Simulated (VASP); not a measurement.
Level of theory: PBEsol GGA, VASP's PBE PAW potentials (set 64) (plane waves; VASP).

Input for VASP

**POSCAR**
```
CsGeCl3
1
    3.6833983694     2.1266113322     2.9995873265
   -3.6833983694     2.1266113322     2.9995873265
    0.0000000000    -4.2532217643     2.9995873664
Cs Ge Cl
1 1 3
Direct
  0.9966496960   0.9966496960   0.9966496960
  0.4974538508   0.4974538508   0.4974538509
  0.4918363429   0.4918363429   0.9782037672
  0.9782037673   0.4918363429   0.4918363429
  0.4918363429   0.9782037673   0.4918363429
```

INCAR:
```
ALGO  =  Normal
EDIFF  =  1E-6
EDIFFG  =  -0.02
ENCUT  =  400
GGA  =  PS
IBRION  =  2
ISIF  =  3
ISMEAR  =  0
LASPH  =  .TRUE.
LCHARG  =  .FALSE.
LMAXMIX  =  4
LREAL  =  .FALSE.
LWAVE  =  .FALSE.
NELM  =  100
NSW  =  60
PREC  =  Accurate
SIGMA  =  0.05
SYSTEM  =  CsGeCl3
```

**KPOINTS**
```
kpoints
0
G
4 4 4
0 0 0
```

POTCAR, in this order: Cs_sv Ge_d Cl (PBE.64 set). Program: vasp_std.

Output

**OSZICAR**
```
...
   1 F= -.18542791E+02 E0= -.18542791E+02  d E =-.185428E+02
       N       E                     dE             d eps       ncg     rms          rms(c)
DAV:   1    -0.186496347190E+02   -0.10684E+00   -0.21614E+00   910   0.143E+01    0.187E+00
DAV:   2    -0.185713247639E+02    0.78310E-01   -0.18556E-01   900   0.376E+00    0.757E-01
DAV:   3    -0.185538456018E+02    0.17479E-01   -0.47151E-02   894   0.175E+00    0.357E-01
DAV:   4    -0.185523923392E+02    0.14533E-02   -0.19181E-03   944   0.312E-01    0.193E-01
DAV:   5    -0.185520127733E+02    0.37957E-03   -0.54844E-04   774   0.158E-01    0.512E-02
DAV:   6    -0.185520000144E+02    0.12759E-04   -0.73280E-05   862   0.905E-02    0.118E-02
DAV:   7    -0.185519996037E+02    0.41067E-06   -0.37589E-06   744   0.135E-02
   2 F= -.18552000E+02 E0= -.18552000E+02  d E =-.920888E-02
       N       E                     dE             d eps       ncg     rms          rms(c)
DAV:   1    -0.186560816140E+02   -0.10408E+00   -0.22545E+00   904   0.145E+01    0.190E+00
DAV:   2    -0.185741775395E+02    0.81904E-01   -0.19456E-01   880   0.383E+00    0.770E-01
DAV:   3    -0.185560574620E+02    0.18120E-01   -0.48626E-02   886   0.176E+00    0.363E-01
DAV:   4    -0.185545070024E+02    0.15505E-02   -0.20433E-03   948   0.322E-01    0.192E-01
DAV:   5    -0.185541281196E+02    0.37888E-03   -0.55853E-04   764   0.154E-01    0.519E-02
DAV:   6    -0.185541152796E+02    0.12840E-04   -0.68254E-05   868   0.862E-02    0.126E-02
DAV:   7    -0.185541148769E+02    0.40267E-06   -0.38191E-06   716   0.134E-02
   3 F= -.18554115E+02 E0= -.18554115E+02  d E =-.113242E-01
       N       E                     dE             d eps       ncg     rms          rms(c)
DAV:   1    -0.185640182914E+02   -0.99030E-02   -0.26878E+00   814   0.102E+01    0.758E-01
DAV:   2    -0.185645732394E+02   -0.55495E-03   -0.89223E-02   812   0.221E+00    0.259E-01
DAV:   3    -0.185626906711E+02    0.18826E-02   -0.60682E-03  1014   0.581E-01    0.122E-01
DAV:   4    -0.185623420437E+02    0.34863E-03   -0.62876E-04  1004   0.217E-01    0.647E-02
DAV:   5    -0.185622906049E+02    0.51439E-04   -0.80627E-05   852   0.620E-02    0.196E-02
DAV:   6    -0.185622881321E+02    0.24728E-05   -0.53852E-06   846   0.157E-02    0.755E-03
DAV:   7    -0.185622873889E+02    0.74321E-06   -0.10443E-06   490   0.810E-03
   4 F= -.18562287E+02 E0= -.18562287E+02  d E =-.817251E-02
       N       E                     dE             d eps       ncg     rms          rms(c)
DAV:   1    -0.186220516500E+02   -0.59764E-01   -0.25566E+01   934   0.345E+01    0.232E+00
DAV:   2    -0.186076475516E+02    0.14404E-01   -0.58549E-01   804   0.598E+00    0.788E-01
DAV:   3    -0.185881079640E+02    0.19540E-01   -0.45414E-02   984   0.173E+00    0.363E-01
DAV:   4    -0.185849385171E+02    0.31694E-02   -0.53983E-03   990   0.566E-01    0.196E-01
DAV:   5    -0.185844622676E+02    0.47625E-03   -0.83939E-04   858   0.206E-01    0.490E-02
DAV:   6    -0.185844591147E+02    0.31529E-05   -0.50462E-05   854   0.499E-02    0.188E-02
DAV:   7    -0.185844589206E+02    0.19409E-06   -0.89257E-06   844   0.196E-02
   5 F= -.18584459E+02 E0= -.18584459E+02  d E =-.303440E-01
       N       E                     dE             d eps       ncg     rms          rms(c)
DAV:   1    -0.186231591249E+02   -0.38700E-01   -0.11404E+02   950   0.876E+01    0.532E+00
DAV:   2    -0.186562983281E+02   -0.33139E-01   -0.32352E+00   854   0.150E+01    0.157E+00
DAV:   3    -0.185750976285E+02    0.81201E-01   -0.19043E-01   984   0.351E+00    0.811E-01
DAV:   4    -0.185585174906E+02    0.16580E-01   -0.29058E-02  1078   0.131E+00    0.413E-01
DAV:   5    -0.185563312507E+02    0.21862E-02   -0.46628E-03   900   0.485E-01    0.974E-02
DAV:   6    -0.185563475621E+02   -0.16311E-04   -0.33501E-04   830   0.160E-01    0.306E-02
DAV:   7    -0.185563546451E+02   -0.70830E-05   -0.31495E-05   866   0.386E-02    0.102E-02
DAV:   8    -0.185563554162E+02   -0.77116E-06   -0.33511E-06   710   0.115E-02
   6 F= -.18556355E+02 E0= -.18556355E+02  d E =-.224054E-02
       N       E                     dE             d eps       ncg     rms          rms(c)
DAV:   1    -0.186117958050E+02   -0.55441E-01   -0.56746E+01   724   0.460E+01    0.360E+00
DAV:   2    -0.186455293805E+02   -0.33734E-01   -0.21981E+00   834   0.106E+01    0.131E+00
DAV:   3    -0.186000400254E+02    0.45489E-01   -0.12872E-01   998   0.357E+00    0.658E-01
DAV:   4    -0.185908362863E+02    0.92037E-02   -0.28106E-02   998   0.136E+00    0.290E-01
DAV:   5    -0.185901547498E+02    0.68154E-03   -0.26625E-03   790   0.386E-01    0.127E-01
DAV:   6    -0.185901691253E+02   -0.14376E-04   -0.23748E-04   894   0.132E-01    0.510E-02
DAV:   7    -0.185901736225E+02   -0.44971E-05   -0.55467E-05   802   0.795E-02    0.153E-02
DAV:   8    -0.185901769822E+02   -0.33598E-05   -0.53493E-06   830   0.165E-02    0.503E-03
DAV:   9    -0.185901768364E+02    0.14582E-06   -0.10675E-06   512   0.112E-02
   7 F= -.18590177E+02 E0= -.18590177E+02  d E =-.360620E-01
       N       E                     dE             d eps       ncg     rms          rms(c)
DAV:   1    -0.185921429581E+02   -0.19660E-02   -0.14868E+00   790   0.758E+00    0.587E-01
DAV:   2    -0.185922654439E+02   -0.12249E-03   -0.49669E-02   828   0.172E+00    0.190E-01
DAV:   3    -0.185911653924E+02    0.11001E-02   -0.33537E-03  1018   0.448E-01    0.930E-02
DAV:   4    -0.185909451670E+02    0.22023E-03   -0.44590E-04  1006   0.181E-01    0.463E-02
DAV:   5    -0.185909162515E+02    0.28915E-04   -0.51073E-05   822   0.510E-02    0.153E-02
DAV:   6    -0.185909146089E+02    0.16426E-05   -0.43305E-06   880   0.139E-02    0.599E-03
DAV:   7    -0.185909139866E+02    0.62231E-06   -0.92100E-07   472   0.931E-03
   8 F= -.18590914E+02 E0= -.18590914E+02  d E =-.367991E-01
       N       E                     dE             d eps       ncg     rms          rms(c)
DAV:   1    -0.185909557052E+02   -0.41096E-04   -0.39550E-02   766   0.120E+00    0.958E-02
DAV:   2    -0.185909557797E+02   -0.74480E-07   -0.13207E-03   854   0.269E-01    0.319E-02
DAV:   3    -0.185909243132E+02    0.31467E-04   -0.83797E-05  1022   0.772E-02    0.153E-02
DAV:   4    -0.185909191588E+02    0.51544E-05   -0.12865E-05   990   0.285E-02    0.751E-03
DAV:   5    -0.185909194473E+02   -0.28856E-06   -0.13536E-06   522   0.903E-03
   9 F= -.18590919E+02 E0= -.18590919E+02  d E =-.368046E-01
       N       E                     dE             d eps       ncg     rms          rms(c)
DAV:   1    -0.185934353311E+02   -0.25162E-02   -0.34316E-01   796   0.345E+00    0.357E-01
DAV:   2    -0.185927939169E+02    0.64141E-03   -0.15399E-02   952   0.866E-01    0.184E-01
DAV:   3    -0.185920587649E+02    0.73515E-03   -0.97941E-04  1054   0.256E-01    0.102E-01
DAV:   4    -0.185918851457E+02    0.17362E-03   -0.34071E-04   988   0.156E-01    0.272E-02
DAV:   5    -0.185918778579E+02    0.72878E-05   -0.42749E-05   970   0.471E-02    0.129E-02
DAV:   6    -0.185918779653E+02   -0.10745E-06   -0.39671E-06   768   0.143E-02
  10 F= -.18591878E+02 E0= -.18591878E+02  d E =-.958518E-03
       N       E                     dE             d eps       ncg     rms          rms(c)
DAV:   1    -0.185931662888E+02   -0.12884E-02   -0.21034E-01   796   0.270E+00    0.278E-01
DAV:   2    -0.185927790355E+02    0.38725E-03   -0.94476E-03   956   0.682E-01    0.144E-01
DAV:   3    -0.185923310124E+02    0.44802E-03   -0.60297E-04  1054   0.202E-01    0.800E-02
DAV:   4    -0.185922238310E+02    0.10718E-03   -0.20973E-04   988   0.123E-01    0.213E-02
DAV:   5    -0.185922191657E+02    0.46652E-05   -0.26576E-05   954   0.372E-02    0.101E-02
DAV:   6    -0.185922191808E+02   -0.15076E-07   -0.25176E-06   604   0.120E-02
  11 F= -.18592219E+02 E0= -.18592219E+02  d E =-.129973E-02
```

### OUTCAR
```
------------------------ aborting loop because EDIFF is reached ----------------------------------------
  FORCE on cell =-STRESS in cart. coord.  units (eV):
  Direction    XX          YY          ZZ          XY          YZ          ZX
  --------------------------------------------------------------------------------------
  Total        0.0116026      0.0116026     -0.0169280      0.0000000     -0.0000000      0.0000000
  in kB        0.1230207      0.1230207     -0.1794858      0.0000000     -0.0000000      0.0000000
  external PRESSURE =       0.0221852 kB  Pullay stress =       0.0000000 kB
  volume of cell :      151.11
      direct lattice vectors                 reciprocal lattice vectors
     3.750822152  2.165538486  3.100579362     0.133304108  0.076963163  0.107506782
    -3.750822152  2.165538486  3.100579362    -0.133304108  0.076963163  0.107506782
     0.000000000 -4.331076027  3.100579383     0.000000000 -0.153926325  0.107506805
 POSITION                                       TOTAL-FORCE (eV/Angst)
 -----------------------------------------------------------------------------------
      0.00000      0.00000      9.24957         0.000000      0.000000      0.005121
      0.00000      0.00000      4.75357         0.000000     -0.000000     -0.018271
      0.00000     -2.02637      6.04783         0.000000      0.010030      0.004383
      1.75488      1.01318      6.04783        -0.008687     -0.005015      0.004383
     -1.75488      1.01318      6.04783         0.008687     -0.005015      0.004383
 -----------------------------------------------------------------------------------
    total drift:                               -0.000000      0.000031      0.002451
  FREE ENERGIE OF THE ION-ELECTRON SYSTEM (eV)
  ---------------------------------------------------
  free  energy   TOTEN  =       -18.5922191808 eV

  energy  without entropy=      -18.5922191808  energy(sigma->0) =      -18.59221918

 reached required accuracy - stopping structural energy minimisation
```
(Selected blocks of OUTCAR.)

File CONTCAR:
```
CsGeCl3
   1.00000000000000
     3.7508221523546825    2.1655384861688987    3.1005793623623323
    -3.7508221523546825    2.1655384861688987    3.1005793623623323
     0.0000000000000000   -4.3310760267613864    3.1005793829148116
  Cs              Ge              Cl
     1     1     3
Direct
     0.9943910433661440    0.9943910433661440    0.9943910433648107
     0.5110414141721291    0.5110414141721291    0.5110414142743270
     0.4942269863949535    0.4942269863949535    0.9620935694731905
     0.9620935695727052    0.4942269863940701    0.4942269863938368
     0.4942269863940701    0.9620935695727052    0.4942269863938368
```

Energy and stress use the plane-wave basis of the starting cell.

The structure comes from a computed database's CsGeCl3 entry (R3m); how it stands against other phases isn't given here. This run relaxes it. Symmetry was kept, so distortions that lower it aren't found. The start is the result of an earlier pass.
